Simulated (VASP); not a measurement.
# SmAg: fixed spin moments

What does it cost to change the moment of SmAg? The start is a cell from a database of measured crystal structures.

Program: VASP 6.6.1. Level of theory: PBEsol, spin-polarised from a ferromagnetic start (one magnetic atom a cell); plane waves and PAW (Sm, Ag), in the first sound run; inputs show where later runs differ. Results are calculated unless marked as measured.

### Step 1. The structure

The structure is cubic, space group Pm-3m (No. 221). The conventional cell has a = 3.673 Å, b = 3.673 Å, c = 3.673 Å, α = 90.00°, β = 90.00°, γ = 90.00°. Nearest to Sm lie 8 Ag at 3.18 Å. Nearest to Ag lie 8 Sm at 3.18 Å. Farther neighbours are not listed.

### Step 2. Free moment

The unconstrained run shows the moment that this start leads to, and gives an energy to count from.

Contents of INCAR:

```
SYSTEM = SmAg
PREC = Accurate
ENCUT = 410
EDIFF = 1E-06
NELM = 150
ISMEAR = 0
SIGMA = 0.05
LREAL = .FALSE.
ALGO = Normal
GGA = PS
NBANDS = 21
ISPIN = 2
MAGMOM = 5 0
LMAXMIX = 6
AMIX = 0.2
BMIX = 1E-04
AMIX_MAG = 0.8
BMIX_MAG = 1E-04
LORBIT = 11
LWAVE = .FALSE.
LCHARG = .FALSE.
KPAR = 2
NEDOS = 1500
```

Contents of POSCAR:

```
SmAg
1.0
    3.6730000000      0.0000000000      0.0000000000
    0.0000000000      3.6730000000      0.0000000000
    0.0000000000      0.0000000000      3.6730000000
Sm Ag
1 1
Direct
    0.5000000000      0.5000000000      0.5000000000
    0.0000000000      0.0000000000      0.0000000000
```

Contents of KPOINTS:

```
Automatic mesh
0
Gamma
7 7 7
0 0 0
```

PAW data sets: Sm and Ag (PBE family, release 64).

On the command line:

```bash
$ mpirun -np 2 vasp_std
```

Log:

```text
[banner, memory and clock lines left out]
running    2 mpi-ranks, on    1 nodes
 distrk:  each k-point on    1 cores,    2 groups
 distr:  one band on    1 cores,    1 groups

 POSCAR found type information on POSCAR SmAg
 POSCAR found :  2 types and       2 ions
|                                                                             |
|               ----> ADVICE to this user running VASP <----                  |
|                                                                             |
|     You enforced a specific xc type in the INCAR file but a different       |
|     [... a line on the potential file left out ...]
|     I HOPE YOU KNOW WHAT YOU ARE DOING!                                     |
|                                                                             |

 LDA part: xc-table for (Slater+PW92), standard interpolation
 POSCAR, INCAR and KPOINTS ok, starting setup
 FFT: planning ... GRIDC
 FFT: planning ... GRID_SOFT
 FFT: planning ... GRID
 WAVECAR not read
 entering main loop
       N       E                     dE             d eps       ncg     rms          rms(c)
DAV:   1     0.145267844353E+03    0.14527E+03   -0.94774E+03  2266   0.417E+03
DAV:   2     0.763260476394E+01   -0.13764E+03   -0.12159E+03  2274   0.348E+02
DAV:   3    -0.103743222387E+02   -0.18007E+02   -0.17438E+02  2817   0.117E+02
DAV:   4    -0.122245050082E+02   -0.18502E+01   -0.17575E+01  3142   0.258E+01
DAV:   5    -0.123693615999E+02   -0.14486E+00   -0.13688E+00  2803   0.718E+00    0.365E+01
DAV:   6    -0.135963658717E+02   -0.12270E+01   -0.46000E+00  2647   0.327E+01    0.251E+01
DAV:   7    -0.140591021536E+02   -0.46274E+00   -0.29872E+00  2268   0.362E+01    0.199E+01
DAV:   8    -0.135190655291E+02    0.54004E+00   -0.37877E+00  2370   0.306E+01    0.152E+01
DAV:   9    -0.135321169073E+02   -0.13051E-01   -0.16991E-01  2862   0.352E+00    0.982E+00
DAV:  10    -0.134194277241E+02    0.11269E+00   -0.85628E-02  2816   0.652E+00    0.392E+00
DAV:  11    -0.134208823066E+02   -0.14546E-02   -0.46880E-02  2888   0.437E+00    0.222E+00
DAV:  12    -0.134166572108E+02    0.42251E-02   -0.99338E-03  2924   0.190E+00    0.988E-01
DAV:  13    -0.134174094741E+02   -0.75226E-03   -0.73550E-04  2916   0.374E-01    0.942E-01
DAV:  14    -0.134164980038E+02    0.91147E-03   -0.11555E-03  2848   0.879E-01    0.285E-01
DAV:  15    -0.134165534311E+02   -0.55427E-04   -0.33100E-04  3097   0.309E-01    0.209E-01
DAV:  16    -0.134164955400E+02    0.57891E-04   -0.10750E-04  2917   0.238E-01    0.678E-02
DAV:  17    -0.134165079809E+02   -0.12441E-04   -0.38892E-05  2860   0.164E-01    0.654E-02
DAV:  18    -0.134165080427E+02   -0.61839E-07   -0.63429E-06  2288   0.486E-02
   1 F= -.13416508E+02 E0= -.13408322E+02  d E =-.163723E-01  mag=     5.9218
```

Wall time 25 s (2 MPI ranks of AMD EPYC 7R43, shared host); peak memory 0.26 GiB; 47 s of CPU time.

The logs omit lines about the potential files and the build; timing stands in the text.

OUTCAR, selected parts (step 2):

```text
ion  position               nearest neighbor table
   1  0.500  0.500  0.500-   2 3.18   2 3.18   2 3.18   2 3.18   2 3.18   2 3.18   2 3.18   2 3.18

  LATTYP: Found a simple cubic cell.
 ALAT       =     3.6730000000

 Subroutine GETGRP returns: Found 48 space group operations
 (whereof 48 operations were pure point group operations)

The static configuration has the point symmetry O_h .

 Found     20 irreducible k-points:

   k-points           NKPTS =     20   k-points in BZ     NKDIM =     20   number of bands    NBANDS=     21

   dimension x,y,z NGX =    24 NGY =   24 NGZ =   24
   dimension x,y,z NGXF=    48 NGYF=   48 NGZF=   48

   ENCUT  =  410.0 eV  30.13 Ry    5.49 a.u.   6.06  6.06  6.06*2*pi/ulx,y,z

   NELECT =      27.0000    total number of electrons

 k-points in reciprocal lattice and weights: Automatic mesh
   0.00000000  0.00000000  0.00000000       0.003
   0.14285714  0.00000000  0.00000000       0.017
   0.28571429  0.00000000  0.00000000       0.017
   0.42857143  0.00000000  0.00000000       0.017
   0.14285714  0.14285714  0.00000000       0.035
   0.28571429  0.14285714  0.00000000       0.070
   0.42857143  0.14285714  0.00000000       0.070
   0.28571429  0.28571429  0.00000000       0.035
   0.42857143  0.28571429  0.00000000       0.070
[...]
0.42857143  0.42857143  0.28571429       0.070
   0.42857143  0.42857143  0.42857143       0.023

 average (electrostatic) potential at core
       1 -38.9292       2 -74.4245

 E-fermi :   4.9682

 spin component 1
 k-point     1 :       0.0000    0.0000    0.0000
  band No.  band energies     occupation
    ...
     13       4.7824      1.00000
     14       4.7843      1.00000
     15       4.8752      0.99573
     16       4.8752      0.99573
     17       4.8752      0.99573
     18       5.7586      0.00000
     19       5.7586      0.00000
     20      10.2092      0.00000
     21      10.2092      0.00000

 k-point     2 :       0.1429    0.0000    0.0000
  band No.  band energies     occupation
    ...
     13       4.8004      1.00000
     14       4.8004      1.00000
     15       4.8767      0.99517
     16       4.8909      0.98555
     17       4.8909      0.98555
     18       5.7008      0.00000
     19       5.7897      0.00000
     20       8.9899      0.00000
     21       8.9899      0.00000

 k-point     3 :       0.2857    0.0000    0.0000
  band No.  band energies     occupation
    ...
     13       4.8504      0.99957
     14       4.8504      0.99957
     15       4.8826      0.99228
     16       4.9298      0.86122
     17       4.9298      0.86122
     18       5.2647      0.00000
     19       5.5615      0.00000
     20       7.7210      0.00000
     21       7.7210      0.00000

 k-point     4 :       0.4286    0.0000    0.0000
  band No.  band energies     occupation
    ...
     12       4.8133      0.99999
     13       4.8301      0.99995
     14       4.8912      0.98525
     15       4.8982      0.97615
     16       4.8982      0.97615
     17       4.9746      0.42835
     18       4.9746      0.42835
     19       5.4381      0.00000
     20       6.9954      0.00000
     21       6.9954      0.00000

 k-point     5 :       0.1429    0.1429    0.0000
  band No.  band energies     occupation
    ...
     13       4.7785      1.00000
     14       4.8352      0.99992
     15       4.8907      0.98584
     16       4.8946      0.98125
     17       4.9058      0.96113
     18       5.7135      0.00000
     19       5.8713      0.00000
     20       7.9709      0.00000
     21       8.6327      0.00000

 k-point     6 :       0.2857    0.1429    0.0000
  band No.  band energies     occupation
    ...
     13       4.7803      1.00000
     14       4.8819      0.99267
     15       4.8939      0.98215
     16       4.9078      0.95621
     17       4.9425      0.76605
     18       5.3110      0.00000
     19       5.8084      0.00000
     20       7.2125      0.00000
     21       7.8365      0.00000

  Total        0.0771155      0.0771155      0.0771155     -0.0000000      0.0000000      0.0000000
  in kB        2.4933858      2.4933858      2.4933858     -0.0000000      0.0000000      0.0000000
  external PRESSURE =       2.4933858 kB  Pullay stress =       0.0000000 kB

  energy-cutoff  :      410.00
  volume of cell :       49.55
      direct lattice vectors                 reciprocal lattice vectors
     3.673000000  0.000000000  0.000000000     0.272257011  0.000000000  0.000000000
     0.000000000  3.673000000  0.000000000     0.000000000  0.272257011  0.000000000
     0.000000000  0.000000000  3.673000000     0.000000000  0.000000000  0.272257011

 POSITION                                       TOTAL-FORCE (eV/Angst)
 -----------------------------------------------------------------------------------
      1.83650      1.83650      1.83650         0.000000      0.000000      0.000000
      0.00000      0.00000      0.00000         0.000000      0.000000      0.000000
 -----------------------------------------------------------------------------------
    total drift:                                0.000000      0.000000     -0.000000

  FREE ENERGIE OF THE ION-ELECTRON SYSTEM (eV)
  ---------------------------------------------------
  free  energy   TOTEN  =       -13.4165080427 eV

  energy  without entropy=      -13.4001357906  energy(sigma->0) =      -13.40832192

 total charge
# of ion       s       p       d       f       tot
--------------------------------------------------
    1        2.054   5.615   0.393   5.525  13.587
    2        0.586   0.250   9.073   0.000   9.909
--------------------------------------------------
tot          2.640   5.866   9.466   5.525  23.496

 magnetization (x)
# of ion       s       p       d       f       tot
--------------------------------------------------
    1       -0.008  -0.074   0.084   5.497   5.499
    2       -0.012   0.032  -0.002   0.000   0.018
--------------------------------------------------
tot         -0.020  -0.042   0.082   5.497   5.517

[... 6 further parts left out ...]
```

The cell holds one magnetic atom, so no antiferromagnetic order fits into it. The k-mesh is coarse for a metal. Without U or exact exchange the f electrons of Sm come out too delocalised, which can shrink the cell and pin f bands at the Fermi level. LASPH is off, so gradient terms of the non-spherical density inside the spheres are left out; for open d or f shells this can shift gaps and moments. The PAW data sets were made with PBE, which is usual practice but a small mismatch for other functionals.

This step gave:

```yaml
electronic_cycles: 18
electrons: 27
free_energy_toten: -13.42 eV
energy_at_zero_smearing: -13.41 eV
fermi_energy: 4.968 eV
moment_of_the_cell_from_the_last_line_of_the_log: 5.922 μB
labelled_metallic_from_the_levels_on_this_mesh: yes
dos_at_the_fermi_level: 14.34 states/eV/cell
```

Spin moment in the PAW sphere by atom:

| atom | spin moment in the PAW sphere (μB) |
| --- | --- |
| Sm1 | 5.50 |
| Ag2 | 0.02 |

The density of states has structure finer than the step of the table below, so its rows give means over 0.5 eV, whole bins alone (the curve runs from -12.0 to 1.98 eV). Peaks (eV: height): total up -4.84: 9.82, -0.20: 22.1; total down -4.77: 10.4, -2.18: 1.84, -0.06: 2.10, 1.57: 2.18; Sm d up -0.68: 0.308, 0.48: 0.325, 0.82: 0.712, 0.96: 0.699; Sm d down -0.06: 0.269, 0.89: 0.223, 1.30: 0.313, 1.57: 0.748; Sm f up -0.20: 20.8.

Means over bins of 0.068 eV. Density of states against energy, zero at the Fermi level; means over each step; 7 of 12 lines; values in states/eV/cell:

| energy (eV) | total up | total down | Sm d up | Sm d down | Sm f up | Sm f down | Ag s up |
| --- | --- | --- | --- | --- | --- | --- | --- |
| -6.5 | 0 | 0 | 0 | 0 | 0 | 0 | 0 |
| -6.0 | 0.00570 | 0 | 0 | 0 | 0 | 0 | 0.00152 |
| -5.5 | 0.254 | 0.0480 | 0.00343 | 6.0e-4 | 2.1e-4 | 1.9e-5 | 0.0204 |
| -5.0 | 6.13 | 5.52 | 0.0738 | 0.0505 | 0.0147 | 0.00643 | 0.0564 |
| -4.5 | 3.64 | 4.37 | 0.0201 | 0.0197 | 0.0108 | 0.00542 | 0.0230 |
| -4.0 | 0.443 | 0.354 | 0.00268 | 8.8e-4 | 0.00104 | 1.7e-4 | 0.0559 |
| -3.5 | 0.192 | 0.183 | 0.00540 | 0.00178 | 0.00117 | 2.1e-4 | 0.0459 |
| -3.0 | 0.294 | 0.232 | 0.0114 | 0.00604 | 0.00254 | 4.7e-4 | 0.0606 |
| -2.5 | 0.815 | 0.365 | 0.0701 | 0.0128 | 0.0129 | 0.00115 | 0.207 |
| -2.0 | 0.196 | 0.791 | 0.0284 | 0.0674 | 0.00577 | 0.00307 | 0.0418 |
| -1.5 | 0.247 | 0.127 | 0.0215 | 0.0174 | 0.0159 | 7.6e-4 | 0.0299 |
| -1.0 | 0.382 | 0.204 | 0.0504 | 0.0145 | 0.0419 | 0.00137 | 0.00994 |
| -0.5 | 3.28 | 0.245 | 0.136 | 0.0322 | 2.39 | 0.00138 | 0.0120 |
| 0.0 | 11.3 | 0.813 | 0.0936 | 0.109 | 10.6 | 0.00920 | 0.00874 |
| 0.5 | 1.18 | 0.529 | 0.224 | 0.0905 | 0.339 | 0.00965 | 0.0164 |
| 1.0 | 1.39 | 0.674 | 0.433 | 0.106 | 0.0950 | 0.0181 | 7.8e-4 |
| 1.5 | 0.366 | 1.33 | 0.0986 | 0.374 | 0.0227 | 0.0243 | 1.1e-4 |

The density of states is cut at 2.0 eV, since the bands computed begin to run out above.

### Step 3. Fixed spin moment, fixed moment 0

This step: PBEsol, spin-polarised, total moment fixed; plane waves and PAW (Sm, Ag) (VASP 6.6.1).

NUPDOWN fixes the difference of up and down electrons.

Changes to INCAR since step 2:

```diff
@@ -12,3 +12,3 @@
 ISPIN = 2
-MAGMOM = 5 0
+MAGMOM = 0 0
 LMAXMIX = 6
@@ -22,2 +22,2 @@
 KPAR = 2
-NEDOS = 1500
+NUPDOWN = 0
```

POSCAR is that of step 2.

KPOINTS is that of step 2.

On the command line:

```bash
$ mpirun -np 2 vasp_std
```

Log:

```text
[banner, memory and clock lines left out]
running    2 mpi-ranks, on    1 nodes
 distrk:  each k-point on    1 cores,    2 groups
 distr:  one band on    1 cores,    1 groups

 POSCAR found type information on POSCAR SmAg
 POSCAR found :  2 types and       2 ions
 [... a notice as in an earlier step ...]

 LDA part: xc-table for (Slater+PW92), standard interpolation
 POSCAR, INCAR and KPOINTS ok, starting setup
 FFT: planning ... GRIDC
 FFT: planning ... GRID_SOFT
 FFT: planning ... GRID
 WAVECAR not read
 entering main loop
       N       E                     dE             d eps       ncg     rms          rms(c)
DAV:   1     0.143380889085E+03    0.14338E+03   -0.93000E+03  2264   0.403E+03
DAV:   2     0.951181872822E+01   -0.13387E+03   -0.12031E+03  2276   0.341E+02
DAV:   3    -0.809389899021E+01   -0.17606E+02   -0.16670E+02  2828   0.112E+02
DAV:   4    -0.956598221143E+01   -0.14721E+01   -0.13552E+01  3174   0.244E+01
DAV:   5    -0.966026392985E+01   -0.94282E-01   -0.90748E-01  2923   0.597E+00    0.312E+01
DAV:   6    -0.102969951277E+02   -0.63673E+00   -0.25098E+01  2304   0.614E+01    0.269E+01
DAV:   7    -0.887573651910E+01    0.14213E+01   -0.54976E+00  2260   0.658E+01    0.243E+01
DAV:   8    -0.855913137276E+01    0.31661E+00   -0.20379E+00  2507   0.191E+01    0.910E+00
DAV:   9    -0.856945963412E+01   -0.10328E-01   -0.22667E-01  2581   0.704E+00    0.758E+00
DAV:  10    -0.867059477003E+01   -0.10114E+00   -0.75206E-01  3022   0.610E+00    0.371E+00
DAV:  11    -0.889844184859E+01   -0.22785E+00   -0.18185E-01  2853   0.342E+00    0.379E+00
DAV:  12    -0.867002784763E+01    0.22841E+00   -0.75307E+00  2330   0.101E+01    0.577E+00
DAV:  13    -0.921131424154E+01   -0.54129E+00   -0.20026E-01  2635   0.489E+00    0.478E+00
DAV:  14    -0.936684913644E+01   -0.15553E+00   -0.27703E-02  2860   0.233E+00    0.449E+00
DAV:  15    -0.921889914059E+01    0.14795E+00   -0.38974E-01  2389   0.117E+01    0.521E+00
DAV:  16    -0.951168338173E+01   -0.29278E+00   -0.17888E-01  2381   0.707E+00    0.410E+00
DAV:  17    -0.882157838319E+01    0.69010E+00   -0.32787E-01  2689   0.752E+00    0.412E+00
DAV:  18    -0.837872570210E+01    0.44285E+00   -0.30856E+00  2519   0.736E+00    0.269E+00
DAV:  19    -0.860660847430E+01   -0.22788E+00   -0.72930E-01  2499   0.439E+00    0.246E+00
DAV:  20    -0.873268349725E+01   -0.12608E+00   -0.21027E-01  2903   0.262E+00    0.302E+00
DAV:  21    -0.846443197465E+01    0.26825E+00   -0.37995E+00  2391   0.667E+00    0.297E+00
DAV:  22    -0.858827623847E+01   -0.12384E+00   -0.18288E+00  2291   0.554E+00    0.279E+00
DAV:  23    -0.885907592476E+01   -0.27080E+00   -0.40813E-01  2191   0.482E+00    0.293E+00
DAV:  24    -0.901816849234E+01   -0.15909E+00   -0.61595E-02  2617   0.240E+00    0.290E+00
DAV:  25    -0.886748413126E+01    0.15068E+00   -0.26599E-02  2729   0.158E+00    0.293E+00
DAV:  26    -0.864356969858E+01    0.22391E+00   -0.17854E-01  2550   0.307E+00    0.219E+00
DAV:  27    -0.885573347166E+01   -0.21216E+00   -0.12340E-01  2454   0.260E+00    0.257E+00
DAV:  28    -0.889454009930E+01   -0.38807E-01   -0.45902E-03  2825   0.973E-01    0.256E+00
DAV:  29    -0.903724940107E+01   -0.14271E+00   -0.43737E-02  2461   0.231E+00    0.244E+00
DAV:  30    -0.907969827750E+01   -0.42449E-01   -0.39613E-03  2940   0.732E-01    0.238E+00
[...]
DAV:  65    -0.936485029843E+01    0.61582E-02   -0.49294E-04  2736   0.443E-01    0.562E-01
DAV:  66    -0.937529630589E+01   -0.10446E-01   -0.38684E-03  2504   0.130E+00    0.447E-01
DAV:  67    -0.937526433118E+01    0.31975E-04   -0.22490E-04  2630   0.131E-01    0.384E-01
DAV:  68    -0.937525295356E+01    0.11378E-04   -0.61555E-05  3118   0.797E-02    0.335E-01
DAV:  69    -0.937585898908E+01   -0.60604E-03   -0.94801E-04  2390   0.447E-01    0.328E-01
DAV:  70    -0.937580423895E+01    0.54750E-04   -0.12075E-04  2953   0.135E-01    0.336E-01
DAV:  71    -0.937568316170E+01    0.12108E-03   -0.48375E-04  2616   0.179E-01    0.327E-01
DAV:  72    -0.937576049522E+01   -0.77334E-04   -0.37799E-05  2676   0.853E-02    0.296E-01
DAV:  73    -0.937577640248E+01   -0.15907E-04   -0.21269E-05  2953   0.745E-02    0.268E-01
DAV:  74    -0.937576958848E+01    0.68140E-05   -0.81818E-06  1718   0.228E-02    0.252E-01
DAV:  75    -0.937576741141E+01    0.21771E-05   -0.20356E-05  1655   0.427E-02    0.208E-01
DAV:  76    -0.937576806951E+01   -0.65810E-06   -0.33380E-06  1490   0.299E-02
   1 F= -.93757681E+01 E0= -.93637635E+01  d E =-.240091E-01  mag=    -0.0000
```

Elapsed: 89 s, on 2 MPI ranks; peak memory 0.27 GiB.

From OUTCAR (step 3):

```text
The static configuration has the point symmetry O_h .

 Found     20 irreducible k-points:

   NELECT =      27.0000    total number of electrons

 E-fermi :   5.1886

 spin component 1
 k-point     1 :       0.0000    0.0000    0.0000
  band No.  band energies     occupation
    ...
      9       0.4094      1.00000
     10       0.4094      1.00000
     11       5.0214      0.93733
     12       5.0214      0.93733
     13       5.0214      0.93733
     14       5.0862      0.38249
     15       5.8923      0.00000
     16       5.8923      0.00000
     17       5.9670      0.00000
     18       5.9670      0.00000
    ...

 k-point     2 :       0.1429    0.0000    0.0000
  band No.  band energies     occupation
    ...
      9       0.3943      1.00000
     10       0.4192      1.00000
     11       4.9777      0.99719
     12       5.0401      0.84225
     13       5.0401      0.84225
     14       5.0945      0.29661
     15       5.8307      0.00000
     16       5.9289      0.00000
     17       5.9711      0.00000
     18       5.9839      0.00000
    ...

 k-point     3 :       0.2857    0.0000    0.0000
  band No.  band energies     occupation
    ...
      7       0.3631      1.00000
      8       0.3631      1.00000
      9       0.4414      1.00000
     10       0.5556      1.00000
     11       4.8249      1.00000
     12       5.0939      0.30242
     13       5.0939      0.30242
     14       5.1138      0.13982
     15       5.4367      0.00000
     16       5.6949      0.00000
    ...

 k-point     4 :       0.4286    0.0000    0.0000
  band No.  band energies     occupation
    ...
      8       0.3406      1.00000
      9       0.4593      1.00000
     10       1.9218      1.00000
     11       3.6610      1.00000
     12       5.0620      0.64943
     13       5.1300      0.06196
     14       5.1560      0.01148
     15       5.1560      0.01148
     16       5.5808      0.00000
     17       5.9681      0.00000
    ...

  Total       -0.6365138     -0.6365138     -0.6365138     -0.0000000      0.0000000     -0.0000000
  in kB      -20.5804870    -20.5804870    -20.5804870     -0.0000000      0.0000000     -0.0000000
  external PRESSURE =     -20.5804870 kB  Pullay stress =       0.0000000 kB

  FREE ENERGIE OF THE ION-ELECTRON SYSTEM (eV)
  ---------------------------------------------------
  free  energy   TOTEN  =        -9.3757680695 eV

  energy  without entropy=       -9.3517589865  energy(sigma->0) =       -9.36376353

 total charge
# of ion       s       p       d       f       tot
--------------------------------------------------
    1        2.047   5.565   0.439   5.386  13.437
    2        0.577   0.270   9.057   0.000   9.903
--------------------------------------------------
tot          2.624   5.835   9.496   5.386  23.341

 magnetization (x)
# of ion       s       p       d       f       tot
--------------------------------------------------
    1        0.002   0.001   0.018  -0.067  -0.045
    2        0.004   0.010  -0.016   0.000  -0.003
--------------------------------------------------
tot          0.006   0.011   0.001  -0.067  -0.048

[... 9 parts as in an earlier step ...]

[... 9 further parts left out ...]
```

Its electron count is odd, so without a moment it is a metal by construction.

Numbers from this step:

- electronic cycles: 76
- free energy (TOTEN): -9.376 eV
- energy at zero smearing: -9.364 eV

Spin moment in the PAW sphere by atom:

| atom | spin moment in the PAW sphere (μB) |
| --- | --- |
| Sm1 | -0.0450 |
| Ag2 | -0.0030 |

Energy at zero smearing: -9.36376 eV.

(Continued in part 2 of 2.)

[Lines on the potential files, build, host, timing and source positions are cut from VASP's logs without a mark.]

[Logs are printed without paths, hosts, clocks, repeated set-up lines and the standing remarks that a program may print on its own settings, such as how far it seeks lower states.]

[Hosts, paths, dates, database ids (printed as entryN), source tags and the programs' standing remarks are cut or masked in the printed files.]

[In band tables of VASP the shares of atoms and orbitals are scaled to a sum of 1 inside the atoms' spheres.]

[Runs that stopped without an error message from VASP are left out.]
